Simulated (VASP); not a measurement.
Computed with HSE06 screened hybrid, VASP's PBE PAW potentials (set 64) (plane waves; VASP).

A VASP calculation is set up with these files.

INCAR:
```
SYSTEM = C
PREC = Accurate; ENCUT = 520; LREAL = .FALSE.
LASPH = .TRUE.; ISYM = 3
EDIFF = 1E-6; NELM = 60; ALGO = Normal
ISMEAR = 0; SIGMA = 0.05
GGA = PE; LHFCALC = .TRUE.; AEXX = 0.25
HFSCREEN = 0.2; PRECFOCK = Fast
ISIF = 2
LWAVE = .FALSE.; LCHARG = .FALSE.
```

### KPOINTS
```
Automatic mesh
0
Gamma
10 10 10
0 0 0
```

**POSCAR**
```
C
1.7686730
  0.0000000000   0.9999998371   0.9999998371
  0.9999998371   0.0000000000   0.9999998371
  0.9999998371   0.9999998371   0.0000000000
C
2
Cartesian
  0.0000000000   0.0000000000   0.0000000000
  0.4999999185   0.4999999185   0.4999999185
```

POTCAR, in this order: C (PBE.64 set). Program: vasp_std. Read from the step before: WAVECAR.

Estimate the energy per atom (σ→0), pressure.

energy per atom (σ→0): -10.545 eV/atom
pressure: 4.21 GPa

File OSZICAR:
```
...
DAV:   3    -0.210908032892E+02    0.53237E-03   -0.41073E-04   800   0.191E-01    0.241E-01
DAV:   4    -0.210906591045E+02    0.14418E-03   -0.11944E-04   792   0.106E-01    0.130E-01
DAV:   5    -0.210906187869E+02    0.40318E-04   -0.29535E-05   816   0.546E-02    0.698E-02
DAV:   6    -0.210906072012E+02    0.11586E-04   -0.70392E-06   792   0.277E-02    0.376E-02
DAV:   7    -0.210906038531E+02    0.33482E-05   -0.16222E-06   760   0.138E-02    0.208E-02
DAV:   8    -0.210906028415E+02    0.10116E-05   -0.39869E-07   376   0.728E-03    0.116E-02
DAV:   9    -0.210906025418E+02    0.29970E-06   -0.13786E-07   376   0.478E-03
   1 F= -.21090603E+02 E0= -.21090603E+02  d E =-.126313E-16
```

The compound is C in the diamond structure. This cell is one point of a volume scan, at 0.97 of the reference volume. The cell's shape comes from a PBE relaxation.
